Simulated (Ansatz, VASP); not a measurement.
# Mg35Pt in two plane-wave programs

Wanted: the spread between two codes on one cell, functional and k mesh. The structure shown is the end of the VASP relaxation below.

Calculated with Ansatz 0.2.0; plane waves, with VASP 6.6.1 beside it; single point at PBEsol.

## (1) Starting point

The cell holds 36 atoms: 1 Pt and 35 Mg. Its edges and angles: a = 9.551 Å, b = 9.551 Å, c = 10.221 Å, α = 90.0°, β = 90.0°, γ = 120.0°. It derives from Mg. Nearest the centre at fractional (0.000, 0.000, 0.000): Pt1 at 0.00 Å, Mg19 at 3.00 Å, Mg20 at 3.00 Å, Mg23 at 3.00 Å, Mg35 at 3.00 Å, Mg36 at 3.00 Å, Mg24 at 3.00 Å, Mg17 at 3.04 Å.

## (2) VASP: relaxation, PBEsol

This run makes the geometry at which the two programs are then compared.

Lines of VASP's logs that name or quote its potential files are left out, and so is its time.

INCAR

```
SYSTEM = Mg35Pt
PREC = Normal
ENCUT = 300
EDIFF = 1E-05
NELM = 120
ISMEAR = 1
SIGMA = 0.2
LREAL = Auto
ALGO = Fast
GGA = PS
NBANDS = 68
LASPH = .TRUE.
LORBIT = 11
LWAVE = .FALSE.
LCHARG = .TRUE.
KPAR = 4
IBRION = 2
NSW = 50
ISIF = 2
EDIFFG = -0.03
POTIM = 0.4
MAXMIX = 40
ISYM = 2
```

POSCAR

```
Mg35Pt
1.0
    9.5507405364      0.0000000000      0.0000000000
   -4.7753702682      8.2711839294      0.0000000000
    0.0000000000      0.0000000000     10.2209444728
Pt Mg
1 35
Direct
    0.0000000000      0.0000000000      0.0000000000
    0.0000000000      0.0000000000      0.5000000000
    0.0000000000      0.3333333300      0.0000000000
    0.0000000000      0.3333333300      0.5000000000
    0.0000000000      0.6666666700      0.0000000000
    0.0000000000      0.6666666700      0.5000000000
    0.3333333300      0.0000000000      0.0000000000
    0.3333333300      0.0000000000      0.5000000000
    0.3333333300      0.3333333300      0.0000000000
    0.3333333300      0.3333333300      0.5000000000
    0.3333333300      0.6666666700      0.0000000000
    0.3333333300      0.6666666700      0.5000000000
    0.6666666700      0.0000000000      0.0000000000
    0.6666666700      0.0000000000      0.5000000000
    0.6666666700      0.3333333300      0.0000000000
    0.6666666700      0.3333333300      0.5000000000
    0.6666666700      0.6666666700      0.0000000000
    0.6666666700      0.6666666700      0.5000000000
    0.1111111100      0.2222222200      0.2500000000
    0.1111111100      0.2222222200      0.7500000000
    0.1111111100      0.5555555600      0.2500000000
    0.1111111100      0.5555555600      0.7500000000
    0.1111111100      0.8888888900      0.2500000000
    0.1111111100      0.8888888900      0.7500000000
    0.4444444400      0.2222222200      0.2500000000
    0.4444444400      0.2222222200      0.7500000000
    0.4444444400      0.5555555600      0.2500000000
    0.4444444400      0.5555555600      0.7500000000
    0.4444444400      0.8888888900      0.2500000000
    0.4444444400      0.8888888900      0.7500000000
    0.7777777800      0.2222222200      0.2500000000
    0.7777777800      0.2222222200      0.7500000000
    0.7777777800      0.5555555600      0.2500000000
    0.7777777800      0.5555555600      0.7500000000
    0.7777777800      0.8888888900      0.2500000000
    0.7777777800      0.8888888900      0.7500000000
```

KPOINTS

```
Automatic mesh
0
Gamma
4 4 4
0 0 0
```

PAW data sets: Pt and Mg (PBE family, release 64).

Command:

```sh
$ mpirun -np 4 vasp_std
```

Numbers of over 12 decimals in the logs are rounded to 6 here.

What it wrote:

```text
[banner, memory and clock lines left out]
running    4 mpi-ranks, on    1 nodes
[...]
|                                                                             |
|               ----> ADVICE to this user running VASP <----                  |
|                                                                             |
|     You enforced a specific xc type in the INCAR file but a different       |
|     [... a line on the potential file left out ...]
|     I HOPE YOU KNOW WHAT YOU ARE DOING!                                     |
|                                                                             |

 LDA part: xc-table for (Slater+PW92), standard interpolation
 POSCAR, INCAR and KPOINTS ok, starting setup
[...]
entering main loop
       N       E                     dE             d eps       ncg     rms          rms(c)
DAV:   1     0.640494198788E+02    0.64049E+02   -0.16891E+04  1632   0.558E+02
DAV:   2    -0.579300278612E+02   -0.12198E+03   -0.10653E+03  1976   0.846E+01
DAV:   3    -0.686583826088E+02   -0.10728E+02   -0.10287E+02  2056   0.191E+01
DAV:   4    -0.688910080734E+02   -0.23263E+00   -0.23174E+00  1916   0.302E+00
[...]
RMM:  10    -0.681608569955E+02    0.28729E-03   -0.91656E-04  1633   0.845E-02    0.441E-02
RMM:  11    -0.681608044392E+02    0.52556E-04   -0.21257E-04  1637   0.355E-02    0.147E-02
RMM:  12    -0.681608085501E+02   -0.41109E-05   -0.41217E-05  1422   0.183E-02
   1 F= -.68160809E+02 E0= -.68150240E+02  d E =-.681608E+02
[... from here on, the cycles between the ionic steps are left out ...]
   2 F= -.68278423E+02 E0= -.68267199E+02  d E =-.117614E+00
   3 F= -.68528424E+02 E0= -.68516046E+02  d E =-.367615E+00
   4 F= -.68529691E+02 E0= -.68520218E+02  d E =-.368883E+00
   5 F= -.68617258E+02 E0= -.68605373E+02  d E =-.456450E+00
   6 F= -.68617579E+02 E0= -.68605784E+02  d E =-.456770E+00
   7 F= -.68627481E+02 E0= -.68615596E+02  d E =-.990216E-02
   8 F= -.68636707E+02 E0= -.68624690E+02  d E =-.191282E-01
[...]
reached required accuracy - stopping structural energy minimisation
```

OUTCAR, selected parts (step 2):

```text
  Total       -5.2250180     -5.2250180     -7.1679820      0.0000000      0.0000000      0.0000000
  in kB      -10.3681821    -10.3681821    -14.2236723      0.0000000      0.0000000      0.0000000
  external PRESSURE =     -11.6533455 kB  Pullay stress =       0.0000000 kB

 POSITION                                       TOTAL-FORCE (eV/Angst)
 -----------------------------------------------------------------------------------
     -4.77537      8.27118      0.00000        -0.000000     -0.000000      0.000000
     -4.77537      8.27118      5.11047        -0.000000     -0.000000      0.000000
      8.00085      2.61920      0.00000         0.010019      0.014297      0.000000
     -1.57069      2.74548      5.11047         0.000670      0.016157      0.000000
      6.26871      5.61934      0.00000         0.017391      0.001529      0.000000
     -3.18306      5.53819      5.11047         0.014327     -0.007498      0.000000
      3.04324      0.03265      0.00000         0.007372     -0.015825      0.000000
     -1.61237      8.25871      5.11047         0.013657     -0.008659      0.000000
      1.54990      2.61920      0.00000        -0.010019      0.014297      0.000000
      1.57069      2.74548      5.11047        -0.000670      0.016157      0.000000
     -0.00000      5.51412      0.00000        -0.000000     -0.000000      0.000000
     -0.00000      5.51412      5.11047        -0.000000     -0.000000      0.000000
      6.50750      0.03265      0.00000        -0.007372     -0.015825      0.000000
      1.61237      8.25871      5.11047        -0.013657     -0.008659      0.000000
[...]
-----------------------------------------------------------------------------------
    total drift:                               -0.000059      0.000034     -0.000000

  FREE ENERGIE OF THE ION-ELECTRON SYSTEM (eV)
  ---------------------------------------------------
  free  energy   TOTEN  =       -68.6367070652 eV

  energy  without entropy=      -68.6006565097  energy(sigma->0) =      -68.62469021

 reached required accuracy - stopping structural energy minimisation

[... 2 further parts left out ...]
[key lines of the parts left out:]
E-fermi :   2.7541
```

The run keeps the 12 symmetry operations of its start, so it cannot find a distortion of lower symmetry.

## (3) Ansatz: single point, PBEsol

Ansatz runs on its default PAW (the set named soft_2) files.

The same cell, functional, mesh and smearing now go to Ansatz, which takes its cutoff from its data sets.

input.yaml

```yaml
crystal:
  lattice:
    - [9.55074054, 0.0, 0.0]
    - [-4.77537027, 8.27118393, 0.0]
    - [0.0, 0.0, 10.22094447]
  atoms:
    - { symbol: Pt, position: [0.0, 0.0, 0.0] }
    - { symbol: Mg, position: [0.0, 0.0, 0.5] }
    - { symbol: Mg, position: [0.99605253, 0.31666524, 0.0] }
    - { symbol: Mg, position: [0.00150867, 0.33193257, 0.5] }
    - { symbol: Mg, position: [0.99605253, 0.67938729, 0.0] }
    - { symbol: Mg, position: [0.00150867, 0.6695761, 0.5] }
    - { symbol: Mg, position: [0.32061271, 0.00394747, 0.0] }
    - { symbol: Mg, position: [0.3304239, 0.99849133, 0.5] }
    - { symbol: Mg, position: [0.32061271, 0.31666524, 0.0] }
    - { symbol: Mg, position: [0.3304239, 0.33193257, 0.5] }
    - { symbol: Mg, position: [0.33333333, 0.66666667, 0.0] }
    - { symbol: Mg, position: [0.33333333, 0.66666667, 0.5] }
    - { symbol: Mg, position: [0.68333476, 0.00394747, 0.0] }
    - { symbol: Mg, position: [0.66806743, 0.99849133, 0.5] }
    - { symbol: Mg, position: [0.66666667, 0.33333333, 0.0] }
    - { symbol: Mg, position: [0.66666667, 0.33333333, 0.5] }
    - { symbol: Mg, position: [0.68333476, 0.67938729, 0.0] }
    - { symbol: Mg, position: [0.66806743, 0.6695761, 0.5] }
    - { symbol: Mg, position: [0.10554682, 0.21109364, 0.23811426] }
    - { symbol: Mg, position: [0.10554682, 0.21109364, 0.76188574] }
    - { symbol: Mg, position: [0.11041045, 0.55520523, 0.24777689] }
    - { symbol: Mg, position: [0.11041045, 0.55520523, 0.75222311] }
    - { symbol: Mg, position: [0.10554682, 0.89445318, 0.23811426] }
    - { symbol: Mg, position: [0.10554682, 0.89445318, 0.76188574] }
    - { symbol: Mg, position: [0.44666902, 0.22333451, 0.25197727] }
    - { symbol: Mg, position: [0.44666902, 0.22333451, 0.74802273] }
    - { symbol: Mg, position: [0.44479477, 0.55520523, 0.24777689] }
    - { symbol: Mg, position: [0.44479477, 0.55520523, 0.75222311] }
    - { symbol: Mg, position: [0.44479477, 0.88958955, 0.24777689] }
    - { symbol: Mg, position: [0.44479477, 0.88958955, 0.75222311] }
    - { symbol: Mg, position: [0.77666549, 0.22333451, 0.25197727] }
    - { symbol: Mg, position: [0.77666549, 0.22333451, 0.74802273] }
    - { symbol: Mg, position: [0.77666549, 0.55333098, 0.25197727] }
    - { symbol: Mg, position: [0.77666549, 0.55333098, 0.74802273] }
    - { symbol: Mg, position: [0.78890636, 0.89445318, 0.23811426] }
    - { symbol: Mg, position: [0.78890636, 0.89445318, 0.76188574] }
hamiltonian:
  xc: pbesol
  pseudopotentials: { kind: paw }
kpoints:
  mp_grid: { grid: [4, 4, 4] }
scf:
  occupations: { method: methfessel_paxton, width: 0.2 }
  n_extra_bands: 13
output:
  forces: true
  eigenvalues: true
```

Command:

```sh
$ ansatz run input.yaml --threads 8 --pin off --max-ram 18432MiB --backend cpu --events-out ev --progress --plain --runs-dir out
```

What it wrote:

```text
scf.n_extra_bands = 13 over 184 filled bands (N_el = 368.0): the run solves 197 bands
Engine: ansatz 0.2.0, aarch64-unknown-linux-gnu
Pseudopotentials: kind: paw
Pseudopotential: Pt, paw, valence charge 18, recommended cutoff 420 eV (normal), Pt.paw.azcp
Pseudopotential: Mg, paw, valence charge 10, recommended cutoff 420 eV (normal), Mg.paw.azcp
Functional definition: PBEsol
  exchange = pbesol_x
  correlation = pbesol_c
Crystal: 36 atoms, lattice volume = 807.413 Å³
Basis set: ecut = 420 eV, 15731 PW (Γ), exchange–correlation on 128×128×144 points (8 copies of the dense FFT grid, shifted against one another)
Bands: 197, of which v1, the nominal top of the filled ones, is band 184 counted from 1 (183 counted from 0)
Symmetry: 12 space group operations
Space group: P-6m2 (ITA 187), of the structure as read, at distance tolerance 9.3e-5 Å
k-points: 12 of 64 (time reversal used)
Non-local potential: Pt, projectors of the file, l = 0: 3, l = 1: 2, l = 2: 2, l = 3: 1
Non-local potential: Mg, projectors of the file, l = 0: 3, l = 1: 2, l = 2: 1
PAW form: soft (Blöchl's): semilocal exchange-correlation on the pseudo side does not see the compensation charge
PAW frozen core: Pt, regenerated for the run's functional, and the local potential with it (the file was generated under x = pbe(κ = 0.804, μ = 0.219515), c = pbe(β = 0.066725))
PAW frozen core: Mg, regenerated for the run's functional, and the local potential with it (the file was generated under x = pbe(κ = 0.804, μ = 0.219515), c = pbe(β = 0.066725))
PAW one-centre angular grid: Pt, 590 points (default); XC on 64 Gauss nodes
PAW one-centre angular grid: Mg, 110 points (default); XC on 64 Gauss nodes
Initial density: superposition of atomic densities (neutral atoms: chi_scale 0, normalization atom), corrected by the library's trained network
Initial wavefunctions: pseudopotential atomic-orbital guess
Functional: x = pbesol(κ = 0.804, μ = 0.123457), c = pbesol(β = 0.046)
SCF iter   1: F=—  HF=-79306.961130 eV  |F-HF|=—  |Δ(HF+E_count)|=         —  Δρ=2.99e-3  dr2=1.07e-1  ethr=1.77e-3  ⟨swp⟩=5.1  Hψ=8066  notcnv=0
preconditioner: auto → Kerker (q_TF=auto, 2.393 Å⁻¹)  [metal: Δε(μ)=0.012 eV  Ē_g=3.640 eV  σ=0.200 eV  W_gap=0.05  n_scr=210 (ndim 8)  ℏωp=11.7 eV  f_vac=0.000  D(μ)=19.01/eV (n_scr^D=120)]
SCF iter   2: F=—  HF=-79306.938112 eV  |F-HF|=—  |Δ(HF+E_count)|=   2.30e-2  S|Δr|=    0.00e0  Δρ=1.13e-3  dr2=1.56e-2  ethr=2.92e-5  ⟨swp⟩=2.2  Hψ=4662  notcnv=0
SCF iter   3: F=—  HF=-79306.935903 eV  |F-HF|=—  |Δ(HF+E_count)|=   2.21e-3  S|Δr|=    0.00e0  Δρ=5.90e-4  dr2=6.27e-3  ethr=4.25e-6  ⟨swp⟩=2.0  Hψ=4032  notcnv=0
SCF iter   4: F=—  HF=-79306.935089 eV  |F-HF|=—  |Δ(HF+E_count)|=   8.14e-4  S|Δr|=    0.00e0  Δρ=1.90e-4  dr2=8.00e-4  ethr=1.70e-6  ⟨swp⟩=2.0  Hψ=2655  notcnv=0
SCF iter   5: F=—  HF=-79306.934926 eV  |F-HF|=—  |Δ(HF+E_count)|=   1.63e-4  S|Δr|=    0.00e0  Δρ=3.84e-5  dr2=1.44e-5  ethr=2.17e-7  ⟨swp⟩=2.0  Hψ=2828  notcnv=0
SCF iter   6: F=—  HF=-79306.935065 eV  |F-HF|=—  |Δ(HF+E_count)|=   1.39e-4  S|Δr|=    0.00e0  Δρ=5.50e-6  dr2=4.94e-7  ethr=3.93e-9  ⟨swp⟩=2.7  Hψ=4672  notcnv=0
SCF iter   7: F=-79306.935065 eV  HF=-79306.935065 eV  |F-HF|=1.57e-8  |Δ(HF+E_count)|=   6.71e-8  S|Δr|=    0.00e0  Δρ=1.16e-6  dr2=2.38e-8  ethr=2.72e-11  ⟨swp⟩=7.1  Hψ=9810  notcnv=0
SCF 1 converged in 7 iterations: F = -79306.935065 eV  dr2 = 2.38e-8
  greatest PAW one-centre occupation: 1.000 electrons in one spin orbital (limit 2), on the Mg atom at site 33 (counted from 0), in its partial waves of l = 0
SCF converged after 7 iterations
Stability not checked: this state was not tested for a lower state beside it, because cold or Methfessel-Paxton smearing, or corrected tetrahedra, fill the levels in a way that the test cannot read (fill_not_monotonic; see scf.lower_state_search)
Free energy (F): -79306.935065 eV
Harris-Foulkes:  -79306.935065 eV  (|F-HF|=1.57e-8)
Internal energy: -79306.898941 eV  (E = F + TS)
E sigma→0 (E₀):  -79306.926034 eV
Entropy (-TS):   -0.036124 eV (-1.003 meV/atom)
Fermi energy:    5.980625 eV
--- Per-component energies (eV) ---
  E_band       = -12752.512545
  E_kinetic    = 3258.484714
  E_local      = -59485.663355  (includes V_loc(G=0)·N_el)
  E_nonlocal   = 3573.954804
  E_hartree    = 21355.811159
  E_xc         = -1245.165171
  E_vxc        = -1579.179844  (∫ρ·V_xc dr)
  E_paw        = -19160.542209  (= ΣΔE_a)
  E_vpaw       = -1231.729272  (= ΣTr[D̂ρ^β])
  E_aug_tail   = 0.000110  (compensation charges beyond the density's cutoff)
  E_ewald      = -27606.126154
  E_core_change = 2.347161  (= ΣΔE_core)
  E_smearing   = -0.036124  (= −TS)
  E_closure    = -0.000000  (closes the sum)
  Σ components = -79306.935065   (vs F -79306.935065, Δ=0.00e0)
--- Forces (eV/Å), atoms counted from 1 ---
  atom   1  Pt     0.00000000    -0.00000000     0.00000000
  atom   2  Mg    -0.00000000    -0.00000000     0.00000000
  atom   3  Mg     0.00948427     0.01486892     0.00000000
  atom   4  Mg     0.00140381     0.01567451     0.00000000
  atom   5  Mg     0.01761900     0.00077915     0.00000000
  atom   6  Mg     0.01427643    -0.00662152     0.00000000
  atom   7  Mg     0.00813473    -0.01564808     0.00000000
  atom   8  Mg     0.01287262    -0.00905300     0.00000000
  atom   9  Mg    -0.00948427     0.01486892     0.00000000
  atom  10  Mg    -0.00140381     0.01567451     0.00000000
  atom  11  Mg     0.00000000     0.00000000     0.00000000
  atom  12  Mg    -0.00000000     0.00000000     0.00000000
  atom  13  Mg    -0.00813473    -0.01564808     0.00000000
  atom  14  Mg    -0.01287262    -0.00905300     0.00000000
  atom  15  Mg     0.00000000    -0.00000000     0.00000000
  atom  16  Mg     0.00000000    -0.00000000     0.00000000
  atom  17  Mg    -0.01761900     0.00077915     0.00000000
  atom  18  Mg    -0.01427643    -0.00662152     0.00000000
  atom  19  Mg     0.00000000     0.02434261    -0.01105680
  atom  20  Mg     0.00000000     0.02434261     0.01105680
  atom  21  Mg    -0.00499961    -0.00288653    -0.01913540
  atom  22  Mg    -0.00499961    -0.00288653     0.01913540
  atom  23  Mg     0.02108132    -0.01217130    -0.01105680
  atom  24  Mg     0.02108132    -0.01217130     0.01105680
[...]
atom  29  Mg    -0.00000000     0.00577306    -0.01913540
  atom  30  Mg     0.00000000     0.00577306     0.01913540
  atom  31  Mg     0.00113505    -0.00065532     0.01928173
  atom  32  Mg     0.00113505    -0.00065532    -0.01928173
  atom  33  Mg    -0.00000000     0.00131064     0.01928173
  atom  34  Mg    -0.00000000     0.00131064    -0.01928173
  atom  35  Mg    -0.02108132    -0.01217130    -0.01105680
  atom  36  Mg    -0.02108132    -0.01217130     0.01105680
  max |Σ_I F_I| component: 2.08e-17 eV/Å
--- Band table (eV; the first three rows and the last of 12) ---
  k-point 0: bands = [... 180 lower, 6.3858, 6.3858, 6.4071, 6.4515, 6.4515, 6.4625, 6.5643, 6.5643, ... 9 higher]
  k-point 1: bands = [... 180 lower, 5.6461, 5.6552, 5.6552, 5.9489, 6.0822, 6.1655, 6.1655, 6.2876, ... 9 higher]
  k-point 2: bands = [... 180 lower, 5.7482, 5.7775, 5.7775, 5.7794, 5.7794, 5.7820, 5.7904, 6.0679, ... 9 higher]
  k-point 11: bands = [... 180 lower, 5.1049, 5.1832, 5.2464, 5.7463, 5.7760, 6.4041, 6.4360, 6.5362, ... 9 higher]
```

The job ended after 40 s (8 threads of Arm Neoverse N1, shared host; peak memory 5.7 GiB; 5.2 min of CPU time).

Reading the cycles: dr2 is the Hartree energy of the density residual (eV), the measure of convergence; HF is the Harris–Foulkes estimate of the energy, which meets the free energy F at convergence.

## (4) Differences

Known differences besides the potentials themselves: the data sets hold 368 valence electrons in Ansatz (default PAW (the set named soft_2) files) and 80 in VASP; the cutoff is 420 eV in Ansatz and 300 eV in VASP (PREC = Normal, projectors in real space); Ansatz makes its cores anew for this functional, VASP keeps those of its PBE data sets. Total energies have different zeros and are not compared.

VASP's last cycles still show a density residual of 3e-03, so its state may not be settled.

## (5) What came out

| Property | Result |
| --- | --- |
| r.m.s. force difference (single point, PBEsol) | 0.46 meV/Å |

In words: The r.m.s. force difference is 0.46 meV/Å (single point, PBEsol), within the 12 meV/Å picked in this series as the mark of a large difference. Such differences can come from data sets, numerical settings and the points named under the comparisons, not from the functional's error against experiment.

[Lines on the potential files, build, host, timing and source positions are cut from VASP's logs without a mark.]

[Logs are printed without paths, hosts, clocks, repeated set-up lines and the standing remarks that a program may print on its own settings, such as how far it seeks lower states.]

[Hosts, paths, dates, database ids (printed as entryN), source tags and the programs' standing remarks are cut or masked in the printed files.]
